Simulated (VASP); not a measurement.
# SrAlH3 (P4mm) in VASP: a series of runs

The runs below take SrAlH3 through single point, with PBEsol.

Program: VASP 6.6.1. These are calculated values, not measurements. Logs are shortened: lines on timing, memory, paths and dates and some standing lists are left out, and cuts for length are marked.

## 1. Starting point

It takes space group P4mm (No. 99, tetragonal). The conventional cell has a = 4.585 Å, b = 4.585 Å, c = 4.585 Å, α = 90.00°, β = 90.00°, γ = 90.00°. Sr (site symmetry 4mm) is surrounded by 5 H at 2.09 to 2.30 Å. Al (site symmetry 4mm) has 12 H at 3.24 Å as nearest neighbours. H (site symmetry 2mm) is surrounded by 2 Sr at 2.30 Å. H (site symmetry 4mm) is surrounded by 1 Sr at 2.09 Å.

The cell comes from a database or a generator and needn't be the stable form of this composition.

## 2. Single point, PBEsol

INCAR

```
PREC     = Accurate       # precision mode
ENCUT    = 520            # plane-wave cutoff, eV
EDIFF    = 1E-7           # SCF threshold, eV
ISMEAR   = 0              # smearing method
SIGMA    = 0.2            # smearing width, eV
LREAL    = F              # projectors in reciprocal space
LASPH    = T              # aspherical terms in the spheres
NELM     = 100            # most SCF steps
ALGO     = Normal         # electronic algorithm
ISIF     = 2              # what is computed and relaxed
LWAVE    = F              # write WAVECAR
LCHARG   = F              # write CHGCAR
GGA      = PS             # functional
NBANDS   = 16             # bands
```

KPOINTS

```
Automatic mesh
0
Gamma
  6 6 6
  0.5 0.5 0.5
```

POSCAR

```
SrAlH3
1.0
    4.5854600000      0.0000000000      0.0000000000
    0.0000000000      4.5854600000      0.0000000000
    0.0000000000      0.0000000000      4.5854600000
Sr Al H
1 1 3
Direct
    0.5000000000      0.5436161258      0.5000000000
    0.0000000000      0.0000000000      0.0000000000
    0.0000000000      0.5000000000      0.5000000000
    0.5000000000      0.5000000000      0.0000000000
    0.5000000000      0.0000000000      0.5000000000
```

Potentials or basis: VASP PAW PBE potentials, release 64 (Sr_sv, Al, H).

On the command line:

```console
> cat potpaw_PBE.64/Sr_sv/POTCAR potpaw_PBE.64/Al/POTCAR potpaw_PBE.64/H/POTCAR > POTCAR
> mpirun -np 1 vasp_std > vasp.out
```

OUTCAR:

```text
PREC = Accurate
   ENCUT = 520
   EDIFF = 1E-7
   ISMEAR = 0
   LREAL = F
   LASPH = T
   NELM = 100
   ISIF = 2
   GGA = PS

 ion  position               nearest neighbor table
   1  0.500  0.544  0.500-   5 2.09   4 2.30   3 2.30   4 2.30   3 2.30   5 2.49   2 3.86   2 3.86
                             2 3.86   2 3.86   2 4.09   2 4.09   2 4.09   2 4.09
   2  0.000  0.000  0.000-   1 3.86   1 3.86   1 3.86   1 3.86   1 4.09   1 4.09   1 4.09   1 4.09

   3  0.000  0.500  0.500-   1 2.30   1 2.30
   4  0.500  0.500  0.000-   1 2.30   1 2.30
   5  0.500  0.000  0.500-   1 2.09   1 2.49

  LATTYP: Found a simple cubic cell.
 ALAT       =     4.5854600000

  Lattice vectors:

 A1 = (   4.5854600000,   0.0000000000,   0.0000000000)
 A2 = (   0.0000000000,   4.5854600000,   0.0000000000)
 A3 = (   0.0000000000,   0.0000000000,   4.5854600000)

Analysis of symmetry for initial positions (statically):
=====================================================================
 Subroutine PRICEL returns:
 Original cell was already a primitive cell.

 Routine SETGRP: Setting up the symmetry group for a
 simple cubic supercell.

 Subroutine GETGRP returns: Found  8 space group operations
 (whereof  8 operations were pure point group operations)
 out of a pool of 48 trial point group operations.

The static configuration has the point symmetry C_4v.

Analysis of symmetry for dynamics (positions and initial velocities):
=====================================================================
 Subroutine PRICEL returns:
 Original cell was already a primitive cell.

 Routine SETGRP: Setting up the symmetry group for a
 simple cubic supercell.

 Subroutine GETGRP returns: Found  8 space group operations
 (whereof  8 operations were pure point group operations)
 out of a pool of 48 trial point group operations.

The dynamic configuration has the point symmetry C_4v.

 Subroutine INISYM returns: Found  8 space group operations
 (whereof  8 operations are pure point group operations),
 and found     1 'primitive' translations

----------------------------------------------------------------------------------------

                                     Primitive cell

  volume of cell :      96.4159
[... 88 lines left out ...]
   EDIFF  = 0.1E-06   stopping-criterion for ELM
   LREAL  =      F    real-space projection
   EDIFFG = 0.1E-05   stopping-criterion for IOM
   NSW    =      0    number of steps for IOM
   IBRION =     -1    ionic relax: 0-MD 1-quasi-New 2-CG
   NFREE  =      0    steps in history (QN), initial steepest desc. (CG)
   ISIF   =      2    stress and relaxation
   ISYM   =      2    0-nonsym 1-usesym 2-fastsym
   POTIM  = 0.5000    time-step for ionic-motion
   TEBEG  =    0.0;   TEEND  =   0.0 temperature during run
   PSTRESS=    0.0 pullay stress
   NELECT =      16.0000    total number of electrons
   NUPDOWN=      -1.0000    fix difference up-down
   EMIN   =  10.00;   EMAX   =-10.00  energy-range for DOS
   EFERMI =   0.00;   METHOD = LEGACY
   ISMEAR =     0;   SIGMA  =   0.20  broadening in eV -4-tet -1-fermi 0-gaus
   EFERMI_NEDOS =   21; number of points for ismear=-14 and -15
   IALGO  =     38    algorithm
   IMIX   =      4    mixing-type and parameters
     AMIX     =   0.40;   BMIX     =  1.00
     AMIX_MAG =   1.60;   BMIX_MAG =  1.00
  volume/ion in A,a.u.               =      19.28       130.13
  Fermi-wavevector in a.u.,A,eV,Ry     =   0.899633  1.700059 11.011726  0.809339
  Thomas-Fermi vector in A             =   2.022491
   LORBIT       =      0    0 simple, 1 ext, 2 COOP (PROOUT), +10 PAW based schemes
   GGA     = PS    functional components
   LHFCALC =     F    Hartree Fock is set to
   AEXX    =    0.0000 exact exchange contribution
   IVDW    =     0    specifies the selected vdW correction
   LEPSILON=     F    determine dielectric tensor
   LRPA    =     F    only Hartree local field effects (RPA)
 non-spin polarized calculation
 Gauss-broadening in eV      SIGMA  =   0.20
  energy-cutoff  :      520.00
  volume of cell :       96.42
 maximum number of plane-waves:      2610
 NGX is ok and might be reduce to    36
   NGX = 17   NGY = 17   NGZ = 17

 number of electron      16.0000003 magnetization

 Free energy of the ion-electron system (eV)
  ---------------------------------------------------
  ext. energy  EPLUGINS =         0.00000000
  ---------------------------------------------------
  free energy    TOTEN  =       -14.00215748 eV

  energy without entropy =      -13.99874959  energy(sigma->0) =      -14.00045353

 E-fermi :   0.3577     XC(G=0):  -7.8866

 val. band max:        0.0960545063   @ k =   0.0833   0.4167   0.0833
 cond. band min:       0.6095882441   @ k =   0.4167   0.4167   0.4167
 fundamental gap:      0.5135337378
 Fermi energy:         0.3577487580

 k-point     1 :       0.0833    0.0833    0.0833
  band No.  band energies     occupation
      1     -33.2330      2.00000
      2     -15.3591      2.00000
      3     -15.3317      2.00000
      4     -15.3311      2.00000
      5      -5.1061      2.00000
      6      -1.5135      2.00000
[... 319 lines left out ...]
      3     -15.4261      2.00000
      4     -15.4258      2.00000
      5      -2.7382      2.00000
      6      -1.0517      2.00000
[... 8 lines left out ...]
     15       7.1089      0.00000
     16       7.5657      0.00000

------------------------ aborting loop because EDIFF is reached ----------------------------------------

  FORCE on cell =-STRESS in cart. coord.  units (eV):
  Direction    XX          YY          ZZ          XY          YZ          ZX
  --------------------------------------------------------------------------------------
  -------------------------------------------------------------------------------------
  Total       -0.8338003      0.0091617     -0.8338003     -0.0000000      0.0000000      0.0000000
  in kB      -13.8555538      0.1522426    -13.8555538     -0.0000000      0.0000000      0.0000000
  external PRESSURE =      -9.1862884 kB  Pullay stress =       0.0000000 kB

 VOLUME and BASIS-vectors are now :
 -----------------------------------------------------------------------------
  energy-cutoff  :      520.00
  volume of cell :       96.42
      direct lattice vectors                 reciprocal lattice vectors
     4.585460000  0.000000000  0.000000000     0.218080629  0.000000000  0.000000000
     0.000000000  4.585460000  0.000000000     0.000000000  0.218080629  0.000000000
     0.000000000  0.000000000  4.585460000     0.000000000  0.000000000  0.218080629

 POSITION                                       TOTAL-FORCE (eV/Angst)
 -----------------------------------------------------------------------------------
      2.29273      2.49273      2.29273         0.000000     -1.328345     -0.000000
      0.00000      0.00000      0.00000         0.000000      0.162177      0.000000
      0.00000      2.29273      2.29273        -0.000000     -0.022995      0.000000
      2.29273      2.29273      0.00000         0.000000     -0.022995      0.000000
      2.29273      0.00000      2.29273         0.000000      1.212158      0.000000
 -----------------------------------------------------------------------------------
    total drift:                                0.000000      0.000036      0.000000

  FREE ENERGIE OF THE ION-ELECTRON SYSTEM (eV)
  ---------------------------------------------------
  free  energy   TOTEN  =       -14.0021574757 eV

  energy  without entropy=      -13.9987495856  energy(sigma->0) =      -14.00045353
```

stdout:

```text
POSCAR found type information on POSCAR SrAlH
 POSCAR found :  3 types and       5 ions
 scaLAPACK will be used
 -----------------------------------------------------------------------------
|                                                                             |
|                                                                             |
|     You enforced a specific xc type in the INCAR file but a different       |
|     I HOPE YOU KNOW WHAT YOU ARE DOING!                                     |
|                                                                             |
 -----------------------------------------------------------------------------

 LDA part: xc-table for (Slater+PW92), standard interpolation
 POSCAR, INCAR and KPOINTS ok, starting setup
 FFT: planning ... GRIDC
 FFT: planning ... GRID_SOFT
 FFT: planning ... GRID
 WAVECAR not read
 entering main loop
```

It took 16 s on 1 thread of Intel Xeon Platinum 8488C (Sapphire Rapids), shared host; peak memory 0.21 GiB.

Results:

| Quantity | Value |
| --- | --- |
| Free energy | -14.0022 eV |
| Pressure | -0.9 GPa |
| Largest force | 1.328 eV/Å |
| Band gap on the k mesh | 0.51 eV, indirect (least direct gap 1.36 eV) |

Forces in eV/Å, atoms in the order of the input:
```
Sr   0.000 -1.328  0.000
Al   0.000  0.162  0.000
H    0.000 -0.023  0.000
H    0.000 -0.023  0.000
H    0.000  1.212  0.000
```

Levels at points of the mesh, in eV from the valence-band top:
```
           k point  band 6  band 7  band 8  band 9  band 10  band 11
(0.08, 0.08, 0.08)   -1.61   -1.61   -0.35    2.41     2.41     2.80
```

Caveat: the PAW data sets were made with another functional, which shifts forces and pressure a little.

## 3. Single point, PBEsol

INCAR

```
SYSTEM = SrAlH3
ALGO = Fast
EDIFF = 1E-7
ENCUT = 520
GGA = PS
ISIF = 2
ISMEAR = 0
LASPH = .True.
LCHARG = .False.
LREAL = .False.
LWAVE = .False.
NBANDS = 16
NELM = 100
PREC = Accurate
SIGMA = 0.2
```

KPOINTS is that of step 2.

Edit POSCAR of step 2 so:

```diff
@@ -8,3 +8,3 @@
 Direct
-    0.5000000000      0.5436161258      0.5000000000
+    0.5000000000      0.5218080629      0.5000000000
     0.0000000000      0.0000000000      0.0000000000
```

Potentials or basis: VASP PAW PBE potentials, release 64 (Sr_sv, Al, H).

On the command line:

```console
> cat potpaw_PBE.64/Sr_sv/POTCAR potpaw_PBE.64/Al/POTCAR potpaw_PBE.64/H/POTCAR > POTCAR
> mpirun -np 1 vasp_std > vasp.out
```

It took 24 s on 1 thread of Intel Xeon Platinum 8488C (Sapphire Rapids), shared host; peak memory 0.21 GiB.

Results (log left out):

```yaml
Free_energy: -14.0991 eV
Pressure: -1.1 GPa
Largest_force: 0.628 eV/Å
Band_gap_on_the_k_mesh: 0.51 eV, indirect (least direct gap 1.37 eV)
```

Forces on the atoms (eV/Å):
```
Sr   0.000 -0.628  0.000
Al   0.000  0.081  0.000
H    0.000 -0.015  0.000
H    0.000 -0.015  0.000
H    0.000  0.576  0.000
```

Stress tensor (GPa, compression positive):
```
-1.26  0.00  0.00
 0.00 -0.91  0.00
 0.00  0.00 -1.26
```

Levels at points of the mesh, in eV from the valence-band top:
```tsv
k point	band 6	band 7	band 8	band 9	band 10	band 11
(0.08, 0.08, 0.08)	-1.64	-1.63	-0.35	2.42	2.42	2.80
```

Caveat: the PAW data sets were made with another functional, which shifts forces and pressure a little. A hybrid or GW would open this gap; PBEsol tends to underestimate it.
